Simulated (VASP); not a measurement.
Calculation: r2SCAN meta-GGA, VASP's PBE PAW potentials (set 64) (plane waves; VASP 6.6.1).

Gaps are without spin-orbit coupling.

```yaml
volume_per_atom: 9.83 Å³/atom
band gap (over mesh and band path): 2.33 eV
smallest direct gap (over mesh and band path): 3.17 eV
```

Q: Which relaxed crystal gives these values?
A) CdS, P6_3mc (186)
B) Li2HfN2, P-3m1 (164)
C) PbSe, Fm-3m (225)
D) NaHF2, R-3m (166)

A: B, Li2HfN2, P-3m1 (164)
